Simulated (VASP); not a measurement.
Given:

```yaml
crystal:
  lattice:
    - [1.30386, -2.25836, 0.00000]
    - [1.30386, 2.25836, 0.00000]
    - [0.00000, 0.00000, 4.58844]
  atoms:
    - { symbol: Zn, position: [0.33333, 0.66667, 0.25000] }
    - { symbol: Zn, position: [0.66667, 0.33333, 0.75000] }
```

Calculation: LDA (Ceperley-Alder, Perdew-Zunger), VASP's LDA PAW potentials (set 64) (plane waves; VASP 6.6.1). Settings: 520 eV cut-off, Gaussian smearing of 0.050 eV, potentials Zn.

Question: Predict the band gap (along the path) with the smallest direct gap where there is one.

Answer: 
```yaml
band gap (along the path): none (metal, semimetal or under 0.01 eV)
```

The compound is Zn in the hcp structure. It was relaxed first, which changed the volume by -11 %.
